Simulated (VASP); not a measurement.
Write the native input for VASP 6.6.1 that does the following.

```yaml
Task: single point
Functional: PBE
Potentials_or_basis: VASP PAW PBE potentials, release 64 (Sb, Mn_pv, Mg)
Cutoff: 520 eV
k_mesh: 5 × 5 × 5
Occupations: fermi-dirac, width 0.05 eV
Spin: collinear spin, ferromagnetic start
Starting_moments: "[0.0, 4.0, 0.0, 0.0, 0.0, 0.0, 0.0, 0.0] μB"
Further_INCAR_settings: ALGO = Normal; EDIFF = 1e-07; NBANDS = 29
```

The structure of Mg6MnSb lies in POSCAR:

```
Mg6MnSb
1.0
    5.0641610000      0.0000000000      0.0000000000
    0.0000000000      3.1546610000      5.3927120000
    0.0000000000     -3.1546610000      5.3927120000
Sb Mn Mg
1 1 6
Direct
    0.5045270000      0.6737810000      0.6696450000
    0.0038630000      0.8369590000      0.8301590000
    0.5104650000      0.1700260000      0.1623770000
    0.4974930000      0.6686020000      0.1499060000
    0.4940890000      0.1615600000      0.6668310000
   -0.0001730000      0.3387740000      0.3254210000
    0.0031270000      0.8341590000      0.3256600000
    0.0008200000      0.3135050000      0.8468060000
```

The cell comes from a database or a generator and needn't be the stable form of this composition.

The cell isn't the ideal one: atoms moved at random, drawn with an rms of 0.05 Å.

These files were run (other wordings do the same):

INCAR

```
SYSTEM = Mg6MnSb
  PREC = Accurate
  ENCUT = 520
  EDIFF = 1E-7
  ISMEAR = -1
  SIGMA = 0.05
  LREAL = .FALSE.
  LASPH = .TRUE.
  NELM = 100
  ALGO = Normal
  ISIF = 2
  LWAVE = .FALSE.
  LCHARG = .TRUE.
  ISPIN = 2
  MAGMOM = 0 4 0 0 0 0 0 0
  LORBIT = 11
  LMAXMIX = 4
  GGA = PE
  LELF = .TRUE.
  LVHAR = .TRUE.
  NBANDS = 29
```

KPOINTS

```
regular mesh
0
G
  5 5 5
  0 0 0
```

Potentials or basis: VASP PAW PBE potentials, release 64 (Sb, Mn_pv, Mg).

Launch:

```console
$ cat potpaw_PBE.64/Sb/POTCAR potpaw_PBE.64/Mn_pv/POTCAR potpaw_PBE.64/Mg/POTCAR > POTCAR
$ mpirun -np 1 vasp_std > vasp.out
```

Results of the run:

* Pressure: 0.0 GPa
* Largest force: 0.193 eV/Å
* Band gap on the k mesh: none (metal or under the smearing width)
* Net moment: 3.70 μB per cell
* Site moments: Sb +0.00; Mn +3.71; Mg +0.01, -0.01, -0.02 μB
* Valence electrons inside the program's atomic spheres: Sb 2.45; Mn 11.38; Mg 0.36, 0.35

Caveat: a cell with one magnetic atom can't hold antiferromagnetic order, which such compounds often take.

It took 5.5 min on 1 thread of Intel(R) Xeon(R) 6975P-C (Granite Rapids) (shared host), peak memory 0.7 GiB.
